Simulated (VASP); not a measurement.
Here is the system:

```
AsB
1.0
    0.00000     2.39321     2.39321
    2.39321     0.00000     2.39321
    2.39321     2.39321     0.00000
B As
1 1
Direct
  0.00000   0.00000   0.00000
  0.25000   0.25000   0.25000
```

Level of theory: r2SCAN meta-GGA, VASP's PBE PAW potentials (set 64) (plane waves; VASP). Numerical set-up: 600 eV cut-off, 10×10×10 Γ-centred mesh, Gaussian smearing of 0.050 eV, potentials B As.

Each row applies one change to this cell, which was relaxed at other settings and keeps the small stress of the first row; at a fixed cut-off the stress holds a Pulay part, so it need not integrate to ΔE exactly. Stress is in GPa, positive when the cell is compressed; gaps are those on the k-mesh, and 0.00 means metallic.

```json
[
 {"change": "none", "ΔE (meV/atom)": "0.0", "σxx": "0.01", "σyy": "0.01", "σzz": "0.01", "largest shear component, with its sign (GPa)": "0.00", "gap (eV)": "1.38"},
 {"change": "shear strain γ_yz = -0.5 %", "ΔE (meV/atom)": "0.2", "σxx": "0.01", "σyy": "0.01", "σzz": "0.01", "largest shear component, with its sign (GPa)": "0.86", "gap (eV)": "1.37"},
 {"change": "isotropic strain of -3.0 %", "ΔE (meV/atom)": "54.5", "σxx": "15.67", "σyy": "15.67", "σzz": "15.67", "largest shear component, with its sign (GPa)": "0.00", "gap (eV)": "1.27"},
 {"change": "isotropic strain of -0.5 %", "ΔE (meV/atom)": "1.4", "σxx": "2.22", "σyy": "2.22", "σzz": "2.22", "largest shear component, with its sign (GPa)": "0.00", "gap (eV)": "1.36"},
 {"change": "shear strain γ_xy = +4.0 % with the ions relaxed", "ΔE (meV/atom)": "10.8", "σxx": "0.30", "σyy": "0.30", "σzz": "-0.01", "largest shear component, with its sign (GPa)": "-6.31", "gap (eV)": "1.06"}
]
```

Failed runs are left out, and for metals the shear rows, which the mesh's noise covers.

The compound is BAs in the zinc blende structure.
